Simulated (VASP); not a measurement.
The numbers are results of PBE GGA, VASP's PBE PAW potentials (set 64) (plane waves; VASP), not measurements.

VASP input:

INCAR:
```
# general
SYSTEM   =  SnSe2 monolayer
PREC     =  Normal
ENCUT    =  400
LREAL    =  .FALSE.
LASPH    =  .TRUE.

# electronic loop
EDIFF    =  1E-5
NELM     =  100
NELMIN   =  4
ALGO     =  Normal
LMAXMIX  =  4

# smearing
ISMEAR   =  0
SIGMA    =  0.05

# functional
GGA      =  PE

# ions
IBRION   =  2
NSW      =  50
ISIF     =  4
EDIFFG   =  -0.03

# output
LWAVE    =  .TRUE.
LCHARG   =  .FALSE.
```

### KPOINTS
```
Automatic mesh
0
G
12 12 1
0 0 0
```

File POSCAR:
```
SnSe2 monolayer
1
    3.8791237452     0.0000000000     0.0000000000
   -1.9395618726     3.3594199308     0.0000000000
    0.0000000000     0.0000000000    21.2799078288
Se Sn
2 1
Direct
  0.6666670000   0.3333330000   0.4195070000
  0.3333330000   0.6666670000   0.5804930000
  0.0000000000   0.0000000000   0.5000000000
```

POTCAR, in this order: Se Sn_d (PBE.64 set). Program: vasp_std.

**Question.** Estimate the energy per atom (σ→0).

**Answer.** 
```
Property                        Value
---------------------  --------------
energy per atom (σ→0)  -3.955 eV/atom
```

OSZICAR:
```
...
   7 F= -.11863355E+02 E0= -.11863355E+02  d E =-.101180E-02
       N       E                     dE             d eps       ncg     rms          rms(c)
DAV:   1    -0.118651886693E+02   -0.18428E-02   -0.52035E-02   699   0.168E+00    0.188E-01
DAV:   2    -0.118641222864E+02    0.10664E-02   -0.28784E-03   960   0.632E-01    0.117E-01
DAV:   3    -0.118635516552E+02    0.57063E-03   -0.10851E-03   958   0.390E-01    0.294E-02
DAV:   4    -0.118635430609E+02    0.85943E-05   -0.18471E-04   814   0.114E-01    0.155E-02
DAV:   5    -0.118635496173E+02   -0.65563E-05   -0.13109E-05   589   0.327E-02
   8 F= -.11863550E+02 E0= -.11863550E+02  d E =-.120606E-02
```

The cell is a sheet with vacuum, built from SnSe2 (1T layered).
